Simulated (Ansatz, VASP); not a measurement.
**SnS2 (1T-SnS2 4 layers, AA): VASP beside Ansatz**

Aim: how closely do two programs agree when they are given the same cell, functional and k mesh? Of the first pair: The structure shown is the start of the Ansatz relaxation below; VASP solves that cell, so the two are compared at the walk's first step.

Method: plane waves, with VASP 6.6.1 beside it; PBE with D3(BJ), in Ansatz 0.2.0.

## (1) Starting point

The cell holds 12 atoms: 8 S and 4 Sn. Its edges and angles: a = 3.700 Å, b = 3.700 Å, c = 63.561 Å, α = 90.0°, β = 90.0°, γ = 120.0°. Vacuum lies along c.

## (2) Ansatz: relaxation, PBE with D3(BJ)

Ansatz runs on its PAW soft_1 files.

The two programs are compared at the cell with which this relaxation starts, whose forces are those of its first step.

input.yaml reads:

```yaml
crystal:
  lattice:
    - [3.7, 0.0, 0.0]
    - [-1.85, 3.204293994, 0.0]
    - [0.0, 0.0, 63.5606673732]
  atoms:
    - { symbol: S, position: [0.6666666667, 0.3333333333, 0.3720854575] }
    - { symbol: Sn, position: [0.0, 0.0, 0.3863644678] }
    - { symbol: S, position: [0.3333333333, 0.6666666667, 0.4006434781] }
    - { symbol: S, position: [0.6666666667, 0.3333333333, 0.447842479] }
    - { symbol: Sn, position: [0.0, 0.0, 0.4621214892] }
    - { symbol: S, position: [0.3333333333, 0.6666666667, 0.4764004995] }
    - { symbol: S, position: [0.6666666667, 0.3333333333, 0.5235995005] }
    - { symbol: Sn, position: [0.0, 0.0, 0.5378785108] }
    - { symbol: S, position: [0.3333333333, 0.6666666667, 0.552157521] }
    - { symbol: S, position: [0.6666666667, 0.3333333333, 0.5993565219] }
    - { symbol: Sn, position: [0.0, 0.0, 0.6136355322] }
    - { symbol: S, position: [0.3333333333, 0.6666666667, 0.6279145425] }
  periodic: [true, true, false]
kpoints:
  mp_grid: { grid: [12, 12, 1] }
hamiltonian:
  xc: pbe
  dispersion: d3bj
  pseudopotentials: { kind: paw, azcp: { folder: soft_1 } }
scf:
  occupations: { method: fermi_dirac, width: 0.05 }
  convergence: { dr2_threshold: 1.0e-09 }
relax:
  f_tol: 0.004
  max_steps: 90
  cell: {}
output:
  write_potential: true
  write_density: true
  volumetric_format: npy
```

On the command line:

```
$ ansatz run input.yaml --threads 4 --pin off --max-ram 8192MiB --backend cpu --events-out ev --progress --plain --runs-dir out
```

Numbers of over 12 decimals in the logs are rounded to 6 here.

The program printed:

```text
Warning: relax.cell: scf.convergence.dr2_threshold = 1e-9 eV is looser than the 1.74008205529e-10 eV advised for a relaxation that steers and ends on the stress (1e-10 eV for each atom of the cell: 12, times the square of relax.cell.stress_2d_tol = 0.05 N/m over 26.3 Å (the atoms' height at the walk's start and 5 Å past either face), 1.904e-2 GPa, over a crystal's default 0.05). What an SCF threshold leaves in a stress goes as its square root, and in the free energy as the threshold itself, and one threshold admits the most on a small cell: [figures from the program's tests cut] Set scf.convergence.dr2_threshold to 1.74008205529e-10 eV or tighter. [rest of the remark cut]
Engine: ansatz 0.2.0, x86_64-unknown-linux-gnu
Pseudopotentials: kind: paw
Pseudopotential: S, paw, valence charge 6, recommended cutoff 420 eV (normal), soft_1/S.paw.azcp
Pseudopotential: Sn, paw, valence charge 14, recommended cutoff 420 eV (normal), soft_1/Sn.paw.azcp
Functional definition: PBE
  parameter kappa = 0.804
  parameter beta = 0.066725
  exchange = pbe_x(kappa = kappa, mu = beta*pi^2/3)
  correlation = pbe_c(beta = beta)
Crystal: 12 atoms, lattice volume = 753.568 Å³
Basis set: ecut = 420 eV, 14769 PW (Γ), exchange–correlation on 50×50×864 points (8 copies of the dense FFT grid, shifted against one another)
Bands: 64, of which v1, the nominal top of the filled ones, is band 52 counted from 1 (51 counted from 0)
Symmetry: 12 space group operations
Space group: P-3m1 (ITA 164), of the structure as read, at distance tolerance 9.1e-5 Å
k-points: 19 of 144
Non-local potential: S, projectors of the file, l = 0: 2, l = 1: 2, l = 2: 1
Non-local potential: Sn, projectors of the file, l = 0: 2, l = 1: 2, l = 2: 2, l = 3: 1
PAW form: soft (Blöchl's): semilocal exchange-correlation on the pseudo side does not see the compensation charge
PAW one-centre angular grid: S, 110 points (default); XC on 64 Gauss nodes
PAW one-centre angular grid: Sn, 590 points (default); XC on 64 Gauss nodes
Initial density: superposition of atomic densities (neutral atoms: chi_scale 0, normalization atom)
Initial wavefunctions: pseudopotential atomic-orbital guess
Functional: x = pbe(κ = 0.804, μ = 0.219515), c = pbe(β = 0.066725)
SCF iter   1: F=—  HF=-31310.925971 eV  |F-HF|=—  |Δ(HF+E_count)|=         —  Δρ=3.14e-2  dr2=9.82e0  ethr=3.10e-3  ⟨swp⟩=20.2  Hψ=10622  notcnv=0  defer=21
preconditioner: auto → Resta (q_TF=auto, 1.961 Å⁻¹)  ε∞=1.7  [insulator: Δε(μ)=1.881 eV  Ē_g=16.255 eV  σ=0.050 eV  W_gap=1.00  n_scr=44 (ndim 8)  ℏωp=13.8 eV  f_vac=0.685  D(μ)=0.00/eV (n_scr^D=0)  ε∞_Penn≈1.7  vacuum switching on, ρ_ref=1.9e-2 e/Å³]
SCF iter   2: F=—  HF=-31307.734058 eV  |F-HF|=—  |Δ(HF+E_count)|=    3.19e0  Δρ=1.14e-2  dr2=6.36e-1  ethr=3.10e-3  ⟨swp⟩=4.5  Hψ=3153  notcnv=0  defer=116
SCF iter   3: F=—  HF=-31307.705899 eV  |F-HF|=—  |Δ(HF+E_count)|=   2.82e-2  Δρ=4.18e-3  dr2=7.25e-2  ethr=6.12e-4  ⟨swp⟩=3.9  Hψ=2618  notcnv=0  defer=116
SCF iter   4: F=—  HF=-31307.726103 eV  |F-HF|=—  |Δ(HF+E_count)|=   2.02e-2  Δρ=1.25e-3  dr2=8.63e-2  ethr=6.98e-5  ⟨swp⟩=4.4  Hψ=3065  notcnv=0  defer=116
SCF iter   5: F=—  HF=-31307.711499 eV  |F-HF|=—  |Δ(HF+E_count)|=   1.46e-2  Δρ=4.18e-4  dr2=1.18e-3  ethr=6.98e-5  ⟨swp⟩=3.4  Hψ=1831  notcnv=0  defer=116
SCF iter   6: F=—  HF=-31307.711711 eV  |F-HF|=—  |Δ(HF+E_count)|=   2.11e-4  Δρ=1.62e-4  dr2=2.52e-4  ethr=1.14e-6  ⟨swp⟩=4.4  Hψ=3620  notcnv=0  defer=112
SCF iter   7: F=—  HF=-31307.711770 eV  |F-HF|=—  |Δ(HF+E_count)|=   5.96e-5  Δρ=6.78e-5  dr2=7.33e-5  ethr=2.43e-7  ⟨swp⟩=3.1  Hψ=2466  notcnv=0  defer=112
SCF iter   8: F=—  HF=-31307.711804 eV  |F-HF|=—  |Δ(HF+E_count)|=   3.36e-5  Δρ=3.98e-5  dr2=4.25e-5  ethr=7.05e-8  ⟨swp⟩=4.1  Hψ=2914  notcnv=0  defer=112
SCF iter   9: F=—  HF=-31307.711798 eV  |F-HF|=—  |Δ(HF+E_count)|=   6.17e-6  Δρ=2.02e-5  dr2=3.15e-6  ethr=4.08e-8  ⟨swp⟩=2.9  Hψ=1710  notcnv=0  defer=112
SCF iter  10: F=—  HF=-31307.712011 eV  |F-HF|=—  |Δ(HF+E_count)|=   2.13e-4  Δρ=5.12e-6  dr2=3.12e-7  ethr=3.02e-9  ⟨swp⟩=3.2  Hψ=2983  notcnv=0  defer=112
SCF iter  11: F=—  HF=-31307.712011 eV  |F-HF|=—  |Δ(HF+E_count)|=   3.18e-8  Δρ=1.81e-6  dr2=3.19e-8  ethr=3.00e-10  ⟨swp⟩=3.4  Hψ=2747  notcnv=0  defer=112
SCF iter  12: F=—  HF=-31307.712011 eV  |F-HF|=—  |Δ(HF+E_count)|=   3.29e-9  Δρ=5.86e-7  dr2=6.06e-9  ethr=3.06e-11  ⟨swp⟩=3.3  Hψ=2880  notcnv=0  defer=112
[...]
basis re-selected at this cell: Δ(F+E_penalty+E_count) = +3.561e-4 eV, ΔP = -0.017 N/m vs the last step (what re-selecting the basis moved, of the pressure what is left beyond the Pulay correction that the steps carried, after the strain that the cell walked since its last selection, with what the two solves' SCF thresholds leave and, on support functions, any second-order correction that the steps lacked; it is no m [...]
WARN: The input density's exchange-correlation potential varies sharply where the density is thin. Do not read a vacuum level from v_tot or v_xc, or from such a field of the output density. On a cell that repeats whose density bears no net charge and no dipole along the vacuum's axis use v_es (v_loc + v_h of the components); under efield.dipole_correction with no amplitude use v_es + v_field, which holds any external [...]
SCF converged after 6 iterations
Free energy (F): -31321.663163 eV
Harris-Foulkes:  -31321.663163 eV  (|F-HF|=1.02e-10)
Internal energy: -31321.663163 eV  (E = F + TS)
E sigma→0 (E₀):  -31321.663163 eV
Entropy (-TS):   -0.000000 eV (-0.000 meV/atom)
Fermi energy:    -5.898934 eV
--- Per-component energies (eV) ---
  E_band       = -1838.520030
  E_kinetic    = 1516.115876
  E_local      = -702050.382207  (includes V_loc(G=0)·N_el)
  E_nonlocal   = 857.683966
  E_hartree    = 350100.273129
  E_xc         = -1209.504881
  E_vxc        = -976.618489  (∫ρ·V_xc dr)
  E_paw        = -22356.405247  (= ΣΔE_a)
  E_vpaw       = -1385.866399  (= ΣTr[D̂ρ^β])
  E_aug_tail   = 0.001177  (compensation charges beyond the density's cutoff)
  E_ewald      = 341824.186278
  E_disp       = -3.631254  (pairwise vdW)
  E_smearing   = -0.000000  (= −TS)
  E_closure    = -0.000000  (closes the sum)
  Σ components = -31321.663163   (vs F -31321.663163, Δ=0.00e0)
--- Forces (eV/Å), atoms counted from 1 ---
  atom   1  S     -0.00000000     0.00000000     0.00052221
  atom   2  Sn    -0.00000000    -0.00000000     0.00003136
  atom   3  S     -0.00000000    -0.00000000    -0.00072115
  atom   4  S      0.00000000     0.00000000     0.00110505
  atom   5  Sn    -0.00000000    -0.00000000     0.00011866
  atom   6  S     -0.00000000    -0.00000000    -0.00076356
  atom   7  S     -0.00000000     0.00000000     0.00076356
  atom   8  Sn     0.00000000     0.00000000    -0.00011866
  atom   9  S      0.00000000    -0.00000000    -0.00110505
  atom  10  S     -0.00000000     0.00000000     0.00072115
  atom  11  Sn     0.00000000     0.00000000    -0.00003136
  atom  12  S      0.00000000    -0.00000000    -0.00052221
  max |Σ_I F_I| component: 3.76e-17 eV/Å
--- 2D stress c σ (N/m, compression-positive) ---
       -0.011276      -0.000000       0.000000
       -0.000000      -0.011276       0.000000
        0.000000       0.000000      -0.000000
  P = ½ c Tr σ = -0.0113 N/m
--- Band table (eV; the first three rows and the last of 19) ---
  k-point 0: bands = [... 48 lower, -6.8705, -6.8465, -6.8465, -6.7580, -4.6904, -4.3631, -3.9733, -3.6790, ... 8 higher]
  k-point 1: bands = [... 48 lower, -6.8574, -6.7985, -6.7682, -6.6848, -4.2674, -4.0667, -3.8271, -3.6580, ... 8 higher]
  k-point 2: bands = [... 48 lower, -6.8497, -6.7703, -6.7232, -6.6773, -4.0088, -3.9080, -3.7879, -3.6895, ... 8 higher]
  k-point 18: bands = [... 48 lower, -7.2669, -7.2669, -6.9930, -6.9930, -4.6041, -4.3273, -3.9843, -3.7061, ... 8 higher]
  the weakly bound empty levels are not read free of the cell's end (no_gap_told)
--- Relaxed structure (17 steps of the walk, 15 accepted, 1 SCFs on fresh bases) ---
  F+E_penalty+E_count = -31321.66316319 eV   max|allowed force component| = 1.105e-3 eV/Å   (the final SCF, on the basis selected at the relaxed cell)
  cell:  # Å, volume = 740.6839 Å³
    - [3.668233, 0.0, 0]
    - [-1.834117, 3.176783, 0]
    - [0, 0, 63.5606673732]
  atoms:
    - { symbol: S, position: [0.666667, 0.333333, 0.339508] }
    - { symbol: Sn, position: [-2.992422067135685e-17, 0, 0.362829] }
    - { symbol: S, position: [0.333333, 0.666667, 0.386112] }
    - { symbol: S, position: [0.666667, 0.333333, 0.431006] }
    - { symbol: Sn, position: [-9.976495988928132e-18, 0, 0.454275] }
    - { symbol: S, position: [0.333333, 0.666667, 0.477544] }
    - { symbol: S, position: [0.666667, 0.333333, 0.522456] }
    - { symbol: Sn, position: [9.976495988928137e-18, 0, 0.545725] }
    - { symbol: S, position: [0.333333, 0.666667, 0.568994] }
    - { symbol: S, position: [0.666667, 0.333333, 0.613888] }
    - { symbol: Sn, position: [2.9924220671356843e-17, 0, 0.637171] }
    - { symbol: S, position: [0.333333, 0.666667, 0.660492] }
```

In the SCF lines HF is the Harris–Foulkes energy and dr2 the Hartree energy of the density residual, in eV; the loop may stop once dr2 is under the threshold and the program's other checks hold. Hψ counts applications of the Hamiltonian.

(Part 1 of 2 ends here.)

[Lines on the potential files, build, host, timing and source positions are cut from VASP's logs without a mark.]

[Logs are printed without paths, hosts, clocks, repeated set-up lines and the standing remarks that a program may print on its own settings, such as how far it seeks lower states.]

[Hosts, paths, dates, database ids (printed as entryN), source tags and the programs' standing remarks are cut or masked in the printed files.]
